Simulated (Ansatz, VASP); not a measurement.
## Mg3NbO2 in VASP and in Ansatz

INCAR

```
ALGO = Normal ; EDIFF = 1E-6
EDIFFG = -0.04 ; ENCUT = 600
GGA = PE ; IBRION = 2
ISIF = 3 ; ISMEAR = 0
LASPH = True ; LCHARG = False
LREAL = False ; LWAVE = False
NELM = 100 ; NSW = 90
PREC = Accurate ; SIGMA = 0.1
```

The input KPOINTS:

```
k-points
0
Gamma
  6 6 4
```

POSCAR

```
Mg3NbO2
1.0
    4.7412716900      0.0000000000      0.0000000000
   -2.3706358500      4.1060617300      0.0000000000
    0.0000000000      0.0000000000      4.2129304000
Mg Nb O
3 1 2
Direct
    0.5197700900      0.4802299100      0.5000000000
    0.5197700900      0.0395401900      0.5000000000
    0.9604598100      0.4802299100      0.5000000000
    0.3333333300      0.6666666700      0.0000000000
    0.3333333300      0.6666666700      0.5000000000
    0.0000000000      0.0000000000      0.0000000000
```

Input for Ansatz:

```yaml
crystal:
  lattice:
    - [4.74127169, 0.0, 0.0]
    - [-2.37063585, 4.10606173, 0.0]
    - [0.0, 0.0, 4.2129304]
  atoms:
    - { symbol: Mg, position: [0.51977009, 0.48022991, 0.5] }
    - { symbol: Mg, position: [0.51977009, 0.03954019, 0.5] }
    - { symbol: Mg, position: [0.96045981, 0.48022991, 0.5] }
    - { symbol: Nb, position: [0.33333333, 0.66666667, 0.0] }
    - { symbol: O, position: [0.33333333, 0.66666667, 0.5] }
    - { symbol: O, position: [0.0, 0.0, 0.0] }
basis:
  ecutwfc: 420
kpoints:
  mp_grid: { grid: [6, 6, 4] }
hamiltonian:
  xc: pbe
scf:
  occupations: { method: gaussian, width: 0.1 }
  lower_state_search: "off"
output:
  forces: true
  stress: true
  eigenvalues: true
relax:
  adjacent_minimum: "off"
  f_tol: 0.04
  max_steps: 70
  cell: { stress_tol: 0.4 }
```

Alike in both runs: task relaxation of cell and atoms; functional PBE; k mesh 6 × 6 × 4; occupations gaussian, width 0.1 eV; no spin polarisation.

```csv
,VASP,Ansatz
version,VASP 6.6.1,Ansatz 0.2.0
potentials or method,"VASP PAW PBE potentials, release 64 (Mg, Nb_sv, O)","scalar-relativistic, plane waves, PAW"
plane-wave cutoff (eV),600,420
valence electrons in the cell,31,55
```

|  | VASP | Ansatz | Ansatz less VASP |
| --- | --- | --- | --- |
| gap on the k mesh at the Fermi level, each at its own relaxed structure (eV) | none | none | - |
| relaxed volume (Å³/atom) | 22.20 | 23.59 | +1.391 |
| relaxed cell length with the largest relative difference (Å) | 6.179 | 6.403 | +0.2233 |
| energy change over the relaxation (meV/atom) | -1550 | -1562 | -12.3 |

A gap of «none» marks a metal or a gap that the smearing closes. One of these differences is far larger than is usual between the two programs; its cause wasn't traced. The two sets of potentials don't hold the same shells in valence.

Caveats: the k mesh is coarse (spacing up to 0.37 Å⁻¹), so the values aren't converged; the volume moved by over 15 % at a fixed basis, so the end points are rough (VASP); an odd number of electrons without spin polarisation forces a metal; a magnetic or distorted state may lie lower.
